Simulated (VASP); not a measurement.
Output of a VASP run:

File OSZICAR:
```
       N       E                     dE             d eps       ncg     rms          rms(c)
DAV:   1    -0.478475812195E+03   -0.47848E+03   -0.12114E-06   520   0.279E-03    0.320E-03
RMM:   2    -0.478475812087E+03    0.10832E-06   -0.10981E-06   443   0.195E-03    0.357E-03
RMM:   3    -0.478475812012E+03    0.74189E-07   -0.16158E-07   320   0.101E-03    0.648E-04
RMM:   4    -0.478475812013E+03   -0.75306E-09   -0.93781E-09   148   0.422E-04
   1 F= -.47847581E+03 E0= -.47847581E+03  d E =-.227791E-12  mag=     3.0000
```

### OUTCAR
```
------------------------ aborting loop because EDIFF is reached ----------------------------------------
  FORCE on cell =-STRESS in cart. coord.  units (eV):
  Direction    XX          YY          ZZ          XY          YZ          ZX
  --------------------------------------------------------------------------------------
  Total      -13.0181725    -13.0080101    -13.0561150      0.1096867     -0.1097464      0.0724011
  in kB      -31.0453439    -31.0211090    -31.1358282      0.2615774     -0.2617199      0.1726598
  external PRESSURE =     -31.0674270 kB  Pullay stress =       0.0000000 kB
  volume of cell :      671.84
      direct lattice vectors                 reciprocal lattice vectors
     8.758331436  0.000000000  0.000000000     0.114176999  0.000000000  0.000000000
     0.000000000  8.758331436  0.000000000     0.000000000  0.114176999  0.000000000
     0.000000000  0.000000000  8.758331436     0.000000000  0.000000000  0.114176999
 POSITION                                       TOTAL-FORCE (eV/Angst)
 -----------------------------------------------------------------------------------
      4.36817      0.00542      0.00404        -0.007573     -0.008957      0.002302
      6.56890      2.19188      0.00048         0.008663      0.000586     -0.005696
      6.56877      0.00122      2.19015         0.012340     -0.004308     -0.005477
      8.75811      0.00168      0.00132        -0.000005      0.009776      0.003764
      2.17850      2.17490      8.75600        -0.000199      0.011384      0.001713
      4.37605      4.38372      8.74728         0.005831      0.005424      0.013444
      6.58470      6.58182      8.75536         0.006931     -0.009166      0.004212
      2.17812      8.75715      2.17456         0.004939     -0.004663     -0.001921
      4.32313      2.14030      2.14004         0.015098      0.003487     -0.013514
      6.62033      4.43820      2.14025         0.001643     -0.021037     -0.018385
      4.37692      8.74767      4.38313        -0.014001      0.014680      0.002492
      6.61913      2.14090      4.43528         0.007085     -0.002906     -0.009760
      6.58551      8.75715      6.58101        -0.002213      0.000297     -0.001284
      8.75605      4.39302      0.00305        -0.003287      0.000367      0.008881
      2.18969      6.57149      8.75730        -0.014687      0.008248     -0.000244
      0.00051      2.19239      2.19004         0.005083     -0.004703      0.001215
      2.16970      4.38374      2.17745        -0.005869      0.002120      0.005881
      4.37724      6.59130      2.17808        -0.011925     -0.009655     -0.006998
      8.75496      0.00591      4.39133         0.005734     -0.008339     -0.007658
      2.16998      2.17862      4.38211        -0.004439      0.005882      0.003133
      6.58207      6.59083      4.38245         0.010951      0.006071     -0.001082
      2.18913      0.00038      6.57076        -0.017115     -0.005470      0.004591
      4.37711      2.17745      6.58899        -0.004685      0.016701      0.013702
      6.58096      4.38297      6.58890         0.013557      0.002564      0.013327
      0.00374      6.58160      2.17397         0.008524      0.001562     -0.004384
      0.01188      4.38424      4.38343         0.001994      0.005454      0.003778
      2.19342      6.56697      4.39736        -0.000954     -0.008036     -0.017601
      0.00348      2.17522      6.58059         0.006933      0.005070     -0.002721
      2.19479      4.39674      6.56569        -0.010148      0.003491     -0.005835
      4.36304      6.56668      6.56570         0.003813     -0.001555     -0.004837
      0.00198      6.57177      6.57017         0.004631     -0.003391      0.017410
      5.47810      1.10686      1.10572         0.009991      0.005557      0.005217
      7.65425      3.28399      1.10513        -0.013364     -0.022039      0.010613
      7.65324      1.10740      3.28061        -0.001071     -0.000675     -0.006706
      1.08533      1.09691      1.09567         0.015077      0.004771      0.013036
      3.28257      3.29792      1.09457         0.008050     -0.004579      0.000382
      5.46236      5.47791      1.09460        -0.003597     -0.008485     -0.002289
      7.66383      7.67385      1.09541        -0.017296     -0.001458      0.009639
      3.28319      1.09518      3.29683        -0.001398     -0.006544      0.006565
      7.66606      5.47829      3.29663        -0.009000     -0.007030      0.013508
      5.46285      1.09493      5.47647         0.001221     -0.003031     -0.007682
      7.66511      3.29742      5.47625        -0.010616      0.006376     -0.003219
      7.66438      1.09700      7.67388        -0.020626      0.003474     -0.013048
      1.08426      5.48072      1.08758        -0.000903     -0.000801      0.001545
      3.28007      7.67681      1.08856         0.001672      0.006329     -0.004111
      1.09449      3.28473      3.28336        -0.013516     -0.000871      0.001849
      3.24258      5.51758      3.23468         0.010239      0.002758     -0.004100
      5.47706      7.66567      3.28282        -0.011060      0.023682      0.012910
      1.08375      1.08945      5.47888         0.004536     -0.001996      0.008444
      3.24361      3.23484      5.51617         0.005753     -0.004606     -0.008045
      5.52574      5.51825      5.51647        -0.007638     -0.015420     -0.012819
      7.67148      7.67720      5.47927        -0.001389     -0.000885      0.003620
      3.28012      1.08940      7.67605        -0.001801     -0.006692     -0.008694
      5.47585      3.28350      7.66449        -0.003217      0.007775      0.017864
      7.67102      5.47969      7.67519        -0.003119      0.019487     -0.006908
      1.08862      7.67118      3.29373         0.007064      0.002447      0.000347
...
```
(Selected blocks of OUTCAR.)

### POSCAR
```
MoC31Si31
1
    8.7583314357     0.0000000000     0.0000000000
    0.0000000000     8.7583314357     0.0000000000
    0.0000000000     0.0000000000     8.7583314357
Si C Mo
31 31 1
Direct
  0.4987449421   0.0006188401   0.0004607778
  0.7500173968   0.2502622111   0.0000543075
  0.7500024662   0.0001388423   0.2500648058
  0.9999746174   0.0001917455   0.0001503842
  0.2487348323   0.2483236068   0.9997342044
  0.4996443918   0.5005196968   0.9987383920
  0.7518207779   0.7514930209   0.9996610406
  0.2486917725   0.9998645613   0.2482844112
  0.4936024245   0.2443732184   0.2443435098
  0.7558893010   0.5067408637   0.2443676960
  0.4997430390   0.9987830449   0.5004521566
  0.7557519468   0.2444416054   0.5064070956
  0.7519133856   0.9998652615   0.7513996630
  0.9997395016   0.5015814452   0.0003478905
  0.2500119330   0.7503133353   0.9998826383
  0.0000582585   0.2503210753   0.2500518818
  0.2477296945   0.5005226783   0.2486147019
  0.4997803564   0.7525743432   0.2486861369
  0.9996149425   0.0006747319   0.5013886432
  0.2477613437   0.2487484824   0.5003364446
  0.7515206383   0.7525212261   0.5003748466
  0.2499487965   0.0000433435   0.7502292810
  0.4997651068   0.2486143285   0.7523107034
  0.7513946424   0.5004345331   0.7523012177
  0.0004265067   0.7514677406   0.2482174342
  0.0013567505   0.5005792769   0.5004872686
  0.2504378880   0.7497971631   0.5020770559
  0.0003971417   0.2483600861   0.7513516787
  0.2505941503   0.5020065287   0.7496508862
  0.4981590315   0.7497638911   0.7496520558
  0.0002262592   0.7503450277   0.7501621907
  0.6254731284   0.1263783591   0.1262476737
  0.8739396493   0.3749565291   0.1261800252
  0.8738241300   0.1264393419   0.3745699388
  0.1239192748   0.1252415983   0.1251004479
  0.3747944393   0.3765462038   0.1249746838
  0.6236763224   0.6254511697   0.1249777409
  0.8750331693   0.8761766592   0.1250700932
  0.3748651666   0.1250446765   0.3764217315
  0.8752875681   0.6254948066   0.3763995776
  0.6237319545   0.1250156499   0.6252867566
  0.8751797293   0.3764891474   0.6252622233
  0.8750955544   0.1252522638   0.8761808436
  0.1237979880   0.6257723658   0.1241762783
  0.3745089946   0.8765151945   0.1242887968
  0.1249651449   0.3750408812   0.3748839209
  0.3702276825   0.6299812656   0.3693255190
  0.6253546346   0.8752427892   0.3748231009
  0.1237396088   0.1243906762   0.6255622544
  0.3703452389   0.3693448001   0.6298199305
  0.6309120543   0.6300567160   0.6298536573
  0.8759066801   0.8765592640   0.6256066850
  0.3745140677   0.1243846845   0.8764280719
  0.6252163940   0.3749004985   0.8751089614
  0.8758540235   0.6256543448   0.8763305675
  0.1242958774   0.8758724933   0.3760685564
  0.1249191715   0.6252472365   0.6252501784
  0.3749061000   0.8753378615   0.6252428941
  0.1243869356   0.3761711935   0.8757451526
  0.3749961395   0.6252902526   0.8752251950
  0.6240222155   0.8759202360   0.8757352686
  0.1248390294   0.8754530045   0.8753802434
  0.5155776967   0.4847140810   0.4845046314
```

### Question
Write an INCAR and KPOINTS that could have produced this output.

### Answer
Several could match; the one computed here: the input of the run itself, PBE GGA, plane waves, VASP's PBE PAW potentials (set 64).

### INCAR
```
SYSTEM = MoC31Si31
PREC = Normal
ENCUT = 400
EDIFF = 1E-6
NELM = 100
ALGO = Fast
LREAL = Auto
LASPH = .TRUE.
ISMEAR = 0
SIGMA = 0.05
GGA = PE
LMAXMIX = 4
LWAVE = .TRUE.
LCHARG = .FALSE.
NELMIN = 4
ISYM = 0
NELECT = 253.0
ISPIN = 2
NUPDOWN = 3
MAGMOM = 63*0.0476
LORBIT = 11
LHYPERFINE = .TRUE.
```

### KPOINTS
```
Regular mesh
0
gamma
1 1 1
```

POTCAR, in this order: Si C Mo (PBE.64 set). Program: vasp_gam. Read from the step before: WAVECAR.

At this cut-off the stress carries a Pulay error, which pulls relaxed volumes low. The cell is charged, with a uniform compensating background.  The supercell is sampled at Γ alone, which is coarse: total energies, pressure and levels can be off, energies of defects by several tenths of an eV.

The cell is a supercell with a defect, built from SiC (zinc blende): Mo_Si-vac_C, charge +1.
